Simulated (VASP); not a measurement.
# LiSb7 (P-6m2) in VASP: single point with PBE

Aim: the single point of LiSb7 with PBE.

Program: VASP 6.6.1. These are calculated values, not measurements. Logs are shortened: lines on timing, memory, paths and dates and some standing lists are left out, and cuts for length are marked.

**1. The cell of the first run**

Symmetry: P-6m2, No. 187, hexagonal system. The conventional cell has a = 6.671 Å, b = 6.671 Å, c = 5.643 Å, α = 90.00°, β = 90.00°, γ = 120.00°. Li (site symmetry -6m2) has 12 Sb at 3.32 to 3.34 Å as nearest neighbours. Sb (site symmetry mm2) is surrounded by 8 Sb at 3.09 to 3.51 Å and 2 Li at 3.34 Å. Around Sb (site symmetry mm2) lie 4 Sb at 3.04 to 3.34 Å and 2 Li at 3.32 Å. Sb (site symmetry -6m2) is surrounded by 12 Sb at 3.34 Å.

The cell was built by a generator and needn't be a form met in nature.

**2. Single point, PBE (species swapped into the Mg7Zn type (P-6m2, No. 187))**

Contents of INCAR:

```
SYSTEM = LiSb7
ALGO = Fast
EDIFF = 1E-6
ENCUT = 520
GGA = PE
ISIF = 2
ISMEAR = 0
LASPH = .True.
LCHARG = .False.
LREAL = .False.
LWAVE = .False.
NBANDS = 29
NELM = 100
PREC = Accurate
SIGMA = 0.1
```

Contents of KPOINTS:

```
k-points
0
Gamma
  9 9 8
  0 0 0
```

Contents of POSCAR:

```
LiSb7
1.0
    6.6708705907      0.0000000000      0.0000000000
   -3.3354352953      5.7771433969      0.0000000000
    0.0000000000      0.0000000000      5.6425851999
Li Sb
1 7
Direct
    0.0000000000      0.0000000000      0.5000000000
    0.9757411320      0.4878705660      0.5000000000
    0.5121294340      0.4878705660      0.5000000000
    0.5121294340      0.0242588680      0.5000000000
    0.1517033222      0.3034066443      0.0000000000
    0.1517033222      0.8482966778      0.0000000000
    0.6965933557      0.8482966778      0.0000000000
    0.6666666667      0.3333333333      0.0000000000
```

Potentials or basis: VASP PAW PBE potentials, release 64 (Li_sv, Sb).

Started as:

```bash
> cat potpaw_PBE.64/Li_sv/POTCAR potpaw_PBE.64/Sb/POTCAR > POTCAR
> mpirun -np 1 vasp_std > vasp.out
```

OUTCAR:

```text
SYSTEM = LiSb7
   EDIFF = 1E-6
   ENCUT = 520
   GGA = PE
   ISIF = 2
   ISMEAR = 0
   LASPH = .True.
   LREAL = .False.
   NELM = 100
   PREC = Accurate

 ion  position               nearest neighbor table
   1  0.000  0.000  0.500-
   2  0.976  0.488  0.500-   3 3.09   4 3.09   8 3.34   8 3.34   6 3.51   6 3.51   5 3.51   5 3.51
                             3 3.58   4 3.58
   3  0.512  0.488  0.500-   4 3.09   2 3.09   8 3.34   8 3.34   7 3.51   7 3.51   5 3.51   5 3.51
                             4 3.58   2 3.58
   4  0.512  0.024  0.500-   3 3.09   2 3.09   8 3.34   8 3.34   6 3.51   6 3.51   7 3.51   7 3.51
                             3 3.58   2 3.58
   5  0.152  0.303  0.000-   6 3.04   7 3.04   8 3.34   8 3.34   3 3.51   3 3.51   2 3.51   2 3.51
                             6 3.63   7 3.63
   6  0.152  0.848  0.000-   5 3.04   7 3.04   8 3.34   8 3.34   2 3.51   2 3.51   4 3.51   4 3.51
                             5 3.63   7 3.63
   7  0.697  0.848  0.000-   6 3.04   5 3.04   8 3.34   8 3.34   3 3.51   3 3.51   4 3.51   4 3.51
                             6 3.63   5 3.63
   8  0.667  0.333  0.000-   4 3.34   4 3.34   2 3.34   2 3.34   3 3.34   3 3.34   7 3.34   7 3.34
                             5 3.34   5 3.34   6 3.34   6 3.34

  LATTYP: Found a hexagonal cell.
 ALAT       =     6.6708705907
 C/A-ratio  =     0.8458543938

  Lattice vectors:

 A1 = (   6.6708705907,   0.0000000000,   0.0000000000)
 A2 = (  -3.3354352953,   5.7771433969,   0.0000000000)
 A3 = (   0.0000000000,   0.0000000000,   5.6425851999)

Analysis of symmetry for initial positions (statically):
=====================================================================
 Subroutine PRICEL returns:
 Original cell was already a primitive cell.

 Routine SETGRP: Setting up the symmetry group for a
 hexagonal supercell.

 Subroutine GETGRP returns: Found 12 space group operations
 (whereof 12 operations were pure point group operations)
 out of a pool of 24 trial point group operations.

The static configuration has the point symmetry D_3h.

Analysis of symmetry for dynamics (positions and initial velocities):
=====================================================================
 Subroutine PRICEL returns:
 Original cell was already a primitive cell.

 Routine SETGRP: Setting up the symmetry group for a
 hexagonal supercell.

 Subroutine GETGRP returns: Found 12 space group operations
 (whereof 12 operations were pure point group operations)
 out of a pool of 24 trial point group operations.

The dynamic configuration has the point symmetry D_3h.

 Subroutine INISYM returns: Found 12 space group operations
 (whereof 12 operations are pure point group operations),
 and found     1 'primitive' translations

----------------------------------------------------------------------------------------

                                     Primitive cell

  volume of cell :     217.4572

  direct lattice vectors                    reciprocal lattice vectors
     6.670870591  0.000000000  0.000000000     0.149905471  0.086547964  0.000000000
    -3.335435295  5.777143397  0.000000000     0.000000000  0.173095928  0.000000000
     0.000000000  0.000000000  5.642585200     0.000000000  0.000000000  0.177223731

  length of vectors
     6.670870591  6.670870591  5.642585200     0.173095928  0.173095928  0.177223731

  position of ions in fractional coordinates (direct lattice)
     0.000000000  0.000000000  0.500000000
     0.975741132  0.487870566  0.500000000
     0.512129434  0.487870566  0.500000000
     0.512129434  0.024258868  0.500000000
     0.151703322  0.303406644  0.000000000
     0.151703322  0.848296678  0.000000000
     0.696593356  0.848296678  0.000000000
     0.666666667  0.333333333  0.000000000

  ion indices of the primitive-cell ions
   primitive index   ion index
                 1           1
                 2           2
                 3           3
                 4           4
                 5           5
                 6           6
                 7           7
                 8           8

----------------------------------------------------------------------------------------

 KPOINTS: k-points

Automatic generation of k-mesh.
 Grid dimensions read from file:
 generate k-points for:    9    9    8

 Generating k-lattice:

  Cartesian coordinates                     Fractional coordinates (reciprocal lattice)
     0.016656163  0.009616440  0.000000000     0.111111111  0.000000000  0.000000000
     0.000000000  0.019232881  0.000000000     0.000000000  0.111111111  0.000000000
     0.000000000  0.000000000  0.022152966     0.000000000  0.000000000  0.125000000

  Length of vectors
     0.019232881  0.019232881  0.022152966

  Shift w.r.t. Gamma in fractional coordinates (k-lattice)
     0.000000000  0.000000000  0.000000000

 Subroutine IBZKPT returns following result:
 ===========================================

 Found     60 irreducible k-points:

 Following reciprocal coordinates:
            Coordinates               Weight
  0.000000  0.000000  0.000000      1.000000
  0.111111  0.000000  0.000000      6.000000
  0.222222 -0.000000  0.000000      6.000000
  0.333333  0.000000  0.000000      6.000000
  0.444444 -0.000000  0.000000      6.000000
  0.111111  0.111111  0.000000      6.000000
[... 16 lines left out ...]
  0.333333  0.222222  0.125000     24.000000
  0.333333  0.333333  0.125000      4.000000
 [... further k-points ...]
   k-points           NKPTS =     60   k-points in BZ     NKDIM =     60   number of bands    NBANDS=     29
   number of dos      NEDOS =    301   number of ions     NIONS =      8
   total plane-waves  NPLWV = 105000
   dimension x,y,z NGX =    50 NGY =   50 NGZ =   42
   dimension x,y,z NGXF=   100 NGYF=  100 NGZF=   84
   ions per type =               1   7
   NGX,Y,Z   is equivalent  to a cutoff of  12.46, 12.46, 12.37 a.u.
   NGXF,Y,Z  is equivalent  to a cutoff of  24.92, 24.92, 24.75 a.u.
 SYSTEM =  LiSb7
   PREC   = accura    normal or accurate (medium, high low for compatibility)
   ISTART =      0    job   : 0-new  1-cont  2-samecut
   ICHARG =      2    charge: 1-file 2-atom 10-const
   ISPIN  =      1    spin polarized calculation?
   LNONCOLLINEAR =      F non collinear calculations
   LSORBIT =      F    spin-orbit coupling
   LASPH  =      T    aspherical Exc in radial PAW
   ENCUT  =  520.0 eV  38.22 Ry    6.18 a.u.  12.40 12.40 10.49*2*pi/ulx,y,z
   NELM   =    100;   NELMIN=  2; NELMDL= -5     # of ELM steps
   EDIFF  = 0.1E-05   stopping-criterion for ELM
   LREAL  =      F    real-space projection
   EDIFFG = 0.1E-04   stopping-criterion for IOM
   NSW    =      0    number of steps for IOM
   IBRION =     -1    ionic relax: 0-MD 1-quasi-New 2-CG
   NFREE  =      0    steps in history (QN), initial steepest desc. (CG)
   ISIF   =      2    stress and relaxation
   ISYM   =      2    0-nonsym 1-usesym 2-fastsym
   POTIM  = 0.5000    time-step for ionic-motion
   TEBEG  =    0.0;   TEEND  =   0.0 temperature during run
   PSTRESS=    0.0 pullay stress
   NELECT =      38.0000    total number of electrons
   NUPDOWN=      -1.0000    fix difference up-down
   EMIN   =  10.00;   EMAX   =-10.00  energy-range for DOS
   EFERMI =   0.00;   METHOD = LEGACY
   ISMEAR =     0;   SIGMA  =   0.10  broadening in eV -4-tet -1-fermi 0-gaus
   EFERMI_NEDOS =   21; number of points for ismear=-14 and -15
   IALGO  =     68    algorithm
   IMIX   =      4    mixing-type and parameters
     AMIX     =   0.40;   BMIX     =  1.00
     AMIX_MAG =   1.60;   BMIX_MAG =  1.00
  volume/ion in A,a.u.               =      27.18       183.43
  Fermi-wavevector in a.u.,A,eV,Ry     =   0.915261  1.729592 11.397627  0.837702
  Thomas-Fermi vector in A             =   2.039982
   LORBIT       =      0    0 simple, 1 ext, 2 COOP (PROOUT), +10 PAW based schemes
   GGA     = PE    functional components
   LHFCALC =     F    Hartree Fock is set to
   AEXX    =    0.0000 exact exchange contribution
   IVDW    =     0    specifies the selected vdW correction
   LEPSILON=     F    determine dielectric tensor
   LRPA    =     F    only Hartree local field effects (RPA)
 non-spin polarized calculation
 RMM-DIIS sequential band-by-band and
 Gauss-broadening in eV      SIGMA  =   0.10
  energy-cutoff  :      520.00
  volume of cell :      217.46
 maximum number of plane-waves:      5883
 NGX is ok and might be reduce to    50
   NGX = 25   NGY = 25   NGZ = 21

 number of electron      38.0000010 magnetization

 Free energy of the ion-electron system (eV)
  ---------------------------------------------------
  ext. energy  EPLUGINS =         0.00000000
  ---------------------------------------------------
  free energy    TOTEN  =       -29.96134911 eV

  energy without entropy =      -29.94555049  energy(sigma->0) =      -29.95344980

 E-fermi :   7.2819     XC(G=0):  -9.7088

 val. band max:        7.2467369627   @ k =   0.1111   0.1111   0.0000
 cond. band min:       7.2852218837   @ k =   0.3333   0.3333   0.0000
 fundamental gap:      0.0384849210
 Fermi energy:         7.2818810012

 k-point     1 :       0.0000    0.0000    0.0000
  band No.  band energies     occupation
      1     -39.8884      2.00000
      2      -5.2489      2.00000
      3      -2.6391      2.00000
      4      -1.5050      2.00000
      5      -1.5050      2.00000
      6      -1.0768      2.00000
[... 21 lines left out ...]
     28      11.2333      0.00000
     29      12.0975      0.00000

 k-point     2 :       0.1111    0.0000    0.0000
  band No.  band energies     occupation
      1     -39.8884      2.00000
      2      -5.2000      2.00000
      3      -2.6957      2.00000
      4      -1.7682      2.00000
      5      -1.6049      2.00000
      6      -1.1379      2.00000
[... 21 lines left out ...]
     28      11.1493      0.00000
     29      11.8306      0.00000

 k-point     3 :       0.2222   -0.0000    0.0000
  band No.  band energies     occupation
      1     -39.8884      2.00000
      2      -5.0558      2.00000
      3      -2.9422      2.00000
      4      -2.0883      2.00000
      5      -1.7842      2.00000
      6      -1.1729      2.00000
[... 21 lines left out ...]
     28      10.9405      0.00000
     29      10.9845      0.00000

 k-point     4 :       0.3333    0.0000    0.0000
  band No.  band energies     occupation
      1     -39.8884      2.00000
      2      -4.8289      2.00000
      3      -3.3731      2.00000
      4      -2.2092      2.00000
      5      -1.9320      2.00000
      6      -1.1676      2.00000
[... 21 lines left out ...]
     28      10.4744      0.00000
     29      10.5818      0.00000

 k-point     5 :       0.4444   -0.0000    0.0000
  band No.  band energies     occupation
      1     -39.8883      2.00000
      2      -4.5794      2.00000
      3      -3.7623      2.00000
      4      -2.2418      2.00000
      5      -2.0117      2.00000
      6      -1.1388      2.00000
[... 21 lines left out ...]
     28      10.8761      0.00000
     29      11.1962      0.00000
[... 510 lines left out ...]
     28      10.6498      0.00000
     29      11.4857      0.00000

 k-point    22 :       0.2222    0.2222    0.1250
  band No.  band energies     occupation
      1     -39.8884      2.00000
      2      -4.6350      2.00000
      3      -3.3787      2.00000
      4      -2.7919      2.00000
      5      -1.6566      2.00000
      6      -1.0112      2.00000
[... 21 lines left out ...]
     28      10.6021      0.00000
     29      10.8885      0.00000

 k-point    23 :       0.3333    0.2222    0.1250
  band No.  band energies     occupation
      1     -39.8883      2.00000
      2      -4.4046      2.00000
      3      -3.6359      2.00000
      4      -3.0010      2.00000
      5      -1.5041      2.00000
      6      -1.0419      2.00000
[... 21 lines left out ...]
     28      10.6034      0.00000
     29      10.9984      0.00000

 k-point    24 :       0.3333    0.3333    0.1250
  band No.  band energies     occupation
      1     -39.8884      2.00000
      2      -4.3008      2.00000
      3      -3.6490      2.00000
      4      -3.2156      2.00000
      5      -1.4127      2.00000
      6      -0.9217      2.00000
[... 21 lines left out ...]
     28      10.5021      0.00000
     29      10.9529      0.00000

 [... further k-points ...]
[... 5 lines left out ...]
  --------------------------------------------------------------------------------------
  -------------------------------------------------------------------------------------
  Total       -0.0663931     -0.0663931     -0.1050061     -0.0000000      0.0000000      0.0000000
  in kB       -0.4891700     -0.4891700     -0.7736618     -0.0000000      0.0000000      0.0000000
  external PRESSURE =      -0.5840006 kB  Pullay stress =       0.0000000 kB

 VOLUME and BASIS-vectors are now :
 -----------------------------------------------------------------------------
  energy-cutoff  :      520.00
  volume of cell :      217.46
      direct lattice vectors                 reciprocal lattice vectors
     6.670870591  0.000000000  0.000000000     0.149905471  0.086547964  0.000000000
    -3.335435295  5.777143397  0.000000000     0.000000000  0.173095928  0.000000000
     0.000000000  0.000000000  5.642585200     0.000000000  0.000000000  0.177223731

 POSITION                                       TOTAL-FORCE (eV/Angst)
 -----------------------------------------------------------------------------------
      0.00000      0.00000      2.82129         0.000000     -0.000000     -0.000000
      4.88178      2.81850      2.82129         0.012074      0.006971     -0.000000
      1.78909      2.81850      2.82129        -0.012074      0.006971     -0.000000
      3.33544      0.14015      2.82129        -0.000000     -0.013942      0.000000
      0.00000      1.75282      0.00000         0.000000      0.014304      0.000000
     -1.81745      4.90073      0.00000         0.012387     -0.007152     -0.000000
      1.81745      4.90073      0.00000        -0.012387     -0.007152     -0.000000
      3.33544      1.92571      0.00000         0.000000     -0.000000     -0.000000
 -----------------------------------------------------------------------------------
    total drift:                               -0.000000      0.000000      0.000000

  FREE ENERGIE OF THE ION-ELECTRON SYSTEM (eV)
  ---------------------------------------------------
  free  energy   TOTEN  =       -29.9613491086 eV

  energy  without entropy=      -29.9455504856  energy(sigma->0) =      -29.95344980
```

It took 7 min on 1 thread of Intel Xeon Platinum 8488C (Sapphire Rapids), shared host; peak memory 0.49 GiB.

Results:

| Item | Value |
| --- | --- |
| Free energy | -29.9613 eV |
| Largest force | 0.014 eV/Å |
| Band gap on the k mesh | none (metal or under the smearing width) |

Forces in eV/Å, atoms in the order of the input:
```
Li   0.000  0.000  0.000
Sb   0.012  0.007  0.000
Sb  -0.012  0.007  0.000
Sb   0.000 -0.014  0.000
Sb   0.000  0.014  0.000
Sb   0.012 -0.007  0.000
Sb  -0.012 -0.007  0.000
Sb   0.000  0.000  0.000
```

Caveat: the cutoff is under 1.25 times the usual one of these potentials, so pressure, stress and relaxed cells hold a basis-set (Pulay) error. The run has no spin-orbit coupling, so splittings on Sb are missing.
